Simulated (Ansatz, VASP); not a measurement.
# Cu3SeCl (antiperovskite type (invented)) in two plane-wave programs, part 3 of 3

One calculation is typed for both programs; each brings its own data sets. How far apart do they land? The cell is generated by rule, not measured, and may not be a known phase. The cell is taken from a series of runs on this material, whose earlier steps may have relaxed, scaled, displaced or heated it; both programs get it as it stands.

VASP 6.6.1 and Ansatz 0.2.0.

So far: Ansatz: relaxation of cell and atoms, PBEsol, pair 1; VASP: relaxation of cell and atoms, PBEsol, pair 1; Side by side; VASP: relaxation of cell and atoms, PBEsol, pair 2; Ansatz: relaxation of cell and atoms, PBEsol, pair 2; Ansatz: zone-centre phonons, PBEsol.

## Step 9: VASP: zone-centre phonons, PBEsol

Level of this step: PBEsol, no spin polarisation; plane waves and PAW (Cl, Se, Cu); invented cell (VASP).

The same cell, functional and mesh now go to VASP, with its own data sets.

Input file INCAR:

```
SYSTEM = Cu3SeCl
PREC = Accurate
ENCUT = 600
EDIFF = 1E-08
NELM = 120
ISMEAR = 0
SIGMA = 0.01
LREAL = .FALSE.
ALGO = Normal
GGA = PS
NBANDS = 29
LASPH = .TRUE.
LORBIT = 11
LWAVE = .FALSE.
LCHARG = .FALSE.
ISIF = 2
IBRION = 8
LEPSILON = .TRUE.
GGA_COMPAT = .FALSE.
EFERMI = MIDGAP
KPAR = 2
```

Input file POSCAR:

```
Cu3SeCl
1.0
    4.5367910160      0.0000000000      0.0000000000
    0.0000000000      4.5367910160      0.0000000000
    0.0000000000      0.0000000000      4.5367910160
Cl Se Cu
1 1 3
Direct
    0.0000000000      0.0000000000      0.0000000000
    0.5000000000      0.5000000000      0.5000000000
    0.5000000000      0.5000000000      0.0000000000
    0.5000000000      0.0000000000      0.5000000000
    0.0000000000      0.5000000000      0.5000000000
```

Input file KPOINTS:

```
Automatic mesh
0
Gamma
6 6 6
0 0 0
```

The projector-augmented-wave data sets are Cl, Se and Cu (PBE family, release 64).

Launch:

```console
mpirun -np 2 vasp_std
```

Numbers of over 12 decimals in the logs are rounded to 6 here.

The program printed:

```text
[... set-up lines as in an earlier step ...]
 entering main loop
       N       E                     dE             d eps       ncg     rms          rms(c)
DAV:   1     0.393665341383E+03    0.39367E+03   -0.21905E+04  1160   0.231E+03
DAV:   2     0.328836148524E+02   -0.36078E+03   -0.34873E+03  1160   0.423E+02
DAV:   3    -0.168053709772E+02   -0.49689E+02   -0.46721E+02  1613   0.175E+02
DAV:   4    -0.199636862890E+02   -0.31583E+01   -0.31298E+01  1702   0.448E+01
[...]
DAV:  16    -0.180247073154E+02    0.53461E-07   -0.12521E-07  1753   0.644E-03    0.968E-04
DAV:  17    -0.180247073261E+02   -0.10623E-07   -0.25744E-08  1111   0.184E-03    0.199E-04
DAV:  18    -0.180247073303E+02   -0.42564E-08   -0.40533E-09   728   0.112E-03
   1 F= -.18024707E+02 E0= -.18024707E+02  d E =0.000000E+00
 Linear response reoptimize wavefunctions to high precision
DAV:   1    -0.180247073345E+02   -0.41482E-08   -0.32323E-09   773   0.658E-04
DAV:   2    -0.180247073347E+02   -0.20646E-09   -0.11939E-09   670   0.356E-04
[...]
RMM:  15    -0.248239590283E+00    0.48691E-08   -0.79415E-10  5282   0.862E-06    0.402E-07
 first order change of Fermi-energy  -0.12916E-03
 force on displaced ion       3 direction 1 :   2.241   0.000   0.000
 Born effective charge ion    3 direction 1 :   1.062   0.000   0.000
 Linear response progress:
  Degree of freedom:   4/  4
       N       E                     dE             d eps       ncg     rms          rms(c)
RMM:   1    -0.251055046841E+00   -0.25106E+00   -0.16929E-01  3443   0.421E+00
RMM:   2    -0.246338729506E+00    0.47163E-02   -0.64711E-03  2852   0.101E+00    0.970E-02
RMM:   3    -0.247145651350E+00   -0.80692E-03   -0.19398E-03  3402   0.286E-01    0.486E-02
RMM:   4    -0.247532804399E+00   -0.38715E-03   -0.11239E-04  3495   0.683E-02    0.184E-02
[...]
RMM:  11    -0.247775655273E+00   -0.11256E-06   -0.10192E-08  3690   0.937E-05    0.162E-05
RMM:  12    -0.247775684462E+00   -0.29189E-07   -0.19482E-09  3639   0.441E-05    0.566E-06
RMM:  13    -0.247775692108E+00   -0.76461E-08   -0.29092E-09  3998   0.272E-05    0.210E-06
 first order change of Fermi-energy  -0.20511E-03
 force on displaced ion       3 direction 3 :  -0.000   0.000 -13.006
 Born effective charge ion    3 direction 3 :   0.000   0.000   0.673
 Born effective charges drift removed
 Linear response finished
```

From OUTCAR (step 9):

```text
  Total        0.1648225      0.1648225      0.1648225      0.0000000      0.0000000      0.0000000
  in kB        2.8280089      2.8280089      2.8280089      0.0000000      0.0000000      0.0000000
  external PRESSURE =       2.8280089 kB  Pullay stress =       0.0000000 kB

 POSITION                                       TOTAL-FORCE (eV/Angst)
 -----------------------------------------------------------------------------------
      0.00000      0.00000      0.00000         0.000000      0.000000      0.000000
      2.26840      2.26840      2.26840         0.000000      0.000000      0.000000
      2.26840      2.26840      0.00000         0.000000      0.000000      0.000000
      2.26840      0.00000      2.26840         0.000000      0.000000      0.000000
      0.00000      2.26840      2.26840         0.000000      0.000000      0.000000
[...]
2     0.00000     0.67350     0.00000
    3    -0.00000    -0.00000     1.06251
 ion    5
    1     0.67350     0.00000     0.00000
    2     0.00000     1.06251     0.00000
    3     0.00000     0.00000     1.06251

 MACROSCOPIC STATIC DIELECTRIC TENSOR IONIC CONTRIBUTION
 ------------------------------------------------------
           0.040931    -0.000000     0.000000
          -0.000000     0.040931    -0.000000
           0.000000    -0.000000     0.040931
 ------------------------------------------------------

[... 1 part as in an earlier step ...]

[... 1 further part left out ...]
```

With imaginary modes the cell is no minimum, so the ionic parts of its dielectric, piezoelectric and elastic tensors have no meaning.

## Step 10: Comparison

What differs besides the data sets and the points named for the pairs above, as far as they apply: VASP's response is taken on the typed mesh, Ansatz refines its own for the field response alone; the data sets hold 80 valence electrons in Ansatz (on its default PAW (the set named soft_2) files) and 46 in VASP. Total energies have different zeros and are not compared.

Both answers:

```tsv
quantity	Ansatz	VASP	difference
ε∞ xx	7.81	7.80	+0.11 %
ε∞ yy	7.81	7.80	+0.11 %
ε∞ zz	7.81	7.80	+0.11 %
Born charge of Cl1 (mean of the diagonal) (e)	-2.20	-2.20	0.00
Born charge of Se2 (mean of the diagonal) (e)	-0.54	-0.60	+0.05
Born charge of Cu3 (mean of the diagonal) (e)	0.92	0.93	-0.02
optical mode 1 to 3 (imaginary, printed as negative) (cm⁻¹)	-125.8	-126.5	+0.7
optical mode 4 to 6 (imaginary, printed as negative) (cm⁻¹)	-99.2	-100.2	+1.0
optical mode 7 to 9 (imaginary, printed as negative) (cm⁻¹)	-53.8	-52.8	-1.0
optical mode 10 to 12 (cm⁻¹)	318.2	320.1	-0.57 %
```

Modes are paired by rising frequency, not by their patterns, so a pair may set unlike modes beside each other; they are those without the splitting of longitudinal modes.

## Step 11: Summary of results

| Quantity | Value |
| --- | --- |
| difference in volume (relaxation of cell and atoms, PBEsol, pair 1) | -0.41 % |
| difference in volume (relaxation of cell and atoms, PBEsol, pair 2) | -0.44 % |
| r.m.s. difference of the optical zone-centre modes, each program's sorted by frequency (zone-centre phonons, PBEsol) | 1.2 cm⁻¹ |
| difference in optical mode 10 to 12 (zone-centre phonons, PBEsol) | -0.6 % |

In words: The difference in volume is -0.44 % (relaxation of cell and atoms, PBEsol, pair 2), within the 1.2 % picked in this series as the mark of a large difference, as far as the stopping tolerances let one tell. The data sets hold unlike numbers of valence electrons (80 in Ansatz and 46 in VASP), so part of the differences comes from the potentials. Among the rows given in per cent, the largest difference of the zone-centre phonons, PBEsol pair is in optical mode 10 to 12, -0.6 %. 1 further run of this series is not shown here. Such differences can come from data sets, numerical settings and the points named under the comparisons, not from the functional's error against experiment.

[Lines on the potential files, build, host, timing and source positions are cut from VASP's logs without a mark.]

[Logs are printed without paths, hosts, clocks, repeated set-up lines and the standing remarks that a program may print on its own settings, such as how far it seeks lower states.]

[Hosts, paths, dates, database ids (printed as entryN), source tags and the programs' standing remarks are cut or masked in the printed files.]
